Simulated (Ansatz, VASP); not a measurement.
# Two plane-wave programs on MnHg

```
Hg Mn
1.0
    -3.32500    0.00000   -3.32500
     0.00000   -3.32500    0.00000
    -3.32500    0.00000    3.32500
Hg Mn
2 2
Cartesian
  0.0000 0.0000 0.0000
  -3.3250 0.0000 0.0000
  -1.6625 -1.6625 1.6625
  -1.6625 -1.6625 -1.6625
```

Alike in both runs: task single point; functional LDA; k mesh 6 × 8 × 6; occupations fermi-dirac, width 0.1 eV; no spin polarisation.

```csv
,VASP,Ansatz
version,VASP 6.6.1,Ansatz 0.2.0
potentials or method,"VASP PAW LDA potentials, release 64 (Hg, Mn_pv)","PAW, plane waves, scalar-relativistic"
plane-wave cutoff (eV),520,420
valence electrons in the cell,50,70
```

VASP gave:

```
pressure (GPa) : -23.0
```

What did Ansatz give for the same quantities?

Pressure (GPa): -23.9.

The two sets of potentials don't hold the same shells in valence.

Caveats: so large a pressure means that the cell lies far from this level's equilibrium, or that cutoff or potentials fall short (VASP). The runs have no spin-orbit coupling, so splittings on Hg are missing. Spin polarisation is off, so any magnetic state and its effect on volume and gap are missing.
